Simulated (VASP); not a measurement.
```
CaSe
1.0
    0.00000     2.89717     2.89717
    2.89717     0.00000     2.89717
    2.89717     2.89717     0.00000
Ca Se
1 1
Direct
  0.00000   0.00000   0.00000
  0.50000   0.50000   0.50000
```

These are PBE GGA with D3 dispersion (zero damping), VASP's PBE PAW potentials (set 64) (plane waves; VASP) values and carry that method's errors. Run with 520 eV cut-off, 8×8×8 Γ-centred mesh, Gaussian smearing of 0.050 eV, potentials Ca_sv Se.

Task: The job: CaSe (rock salt), 2 atoms, PBE-D3 (zero damping), static run, 520 eV, 8×8×8 Γ-centred mesh. Roughly how much core time does it take on a busy server core?

Result: About 10 core-seconds (one run on a shared machine, a rough figure). It had 29 irreducible k-points, 12 bands, up to 1363 plane waves and 13 electronic steps.

The compound is CaSe in the rock salt structure. This cell is one point of a volume scan, at 0.94 of the reference volume.
